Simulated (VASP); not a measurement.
VASP input:

### INCAR
```
! general
SYSTEM  = VSe
PREC    = Accurate
ENCUT   = 400   ! plane-wave cut-off (eV)
LREAL   = F
LASPH   = T   ! aspherical one-centre terms

! electronic loop
EDIFF   = 1E-6
NELM    = 100   ! most electronic steps
ALGO    = Normal   ! blocked Davidson
LMAXMIX = 4   ! l cut-off of mixed one-centre charges

! smearing
ISMEAR  = 1
SIGMA   = 0.1

! functional
GGA     = PS

! spin
ISPIN   = 2   ! spin-polarised
MAGMOM  = 2.0 0.0

! ions
IBRION  = 2   ! conjugate gradients
NSW     = 60   ! most ionic steps
ISIF    = 3
EDIFFG  = -0.01   ! ionic stop

! output
LWAVE   = F
LCHARG  = F
LORBIT  = 10
```

**POSCAR**
```
VSe
1.0
  0.0000000000   3.1523320000   3.1523320000
  3.1523320000   0.0000000000   3.1523320000
  3.1523320000   3.1523320000   0.0000000000
V Se
1 1
Direct
  0.0000000000   0.0000000000   0.0000000000
  0.2500000000   0.2500000000   0.2500000000
```

KPOINTS:
```
Automatic
0
G
  9 9 9
```

POTCAR, in this order: V_sv Se (PBE.64 set). Program: vasp_std.

### Question
Translate this PBEsol calculation to Ansatz.

### Answer
One equivalent input (not run):
Ansatz 0.2 input:
```yaml
crystal:
  lattice:
    - [0.0000000, 3.1523320, 3.1523320]
    - [3.1523320, 0.0000000, 3.1523320]
    - [3.1523320, 3.1523320, 0.0000000]
  atoms:
    - { symbol: V, position: [0.0000000, 0.0000000, 0.0000000], spin: 2 }
    - { symbol: Se, position: [0.2500000, 0.2500000, 0.2500000] }
kpoints:
  mp_grid: { grid: [9, 9, 9] }
hamiltonian:
  xc: pbesol
  pseudopotentials: { kind: paw }
magnetization: { spin_polarized: true }
scf:
  occupations: { method: methfessel_paxton, width: 0.1 }
  max_iter: 100
relax:
  max_steps: 60
  f_tol: 0.01
  cell: {}
output: { forces: true, stress: true, eigenvalues: true }
```
What does not carry over: each code has its own PAW files, so the cut-off isn't converted (ENCUT is set for VASP's; basis.ecutwfc is left out, and Ansatz then takes the one that its files recommend); Ansatz stops its SCF on the density residual and VASP on the energy change (EDIFF).

The structure was generated: VSe was put into the zinc blende type (F-43m), which need not be its known phase. This run relaxes it. Symmetry was kept, so distortions that lower it aren't found.
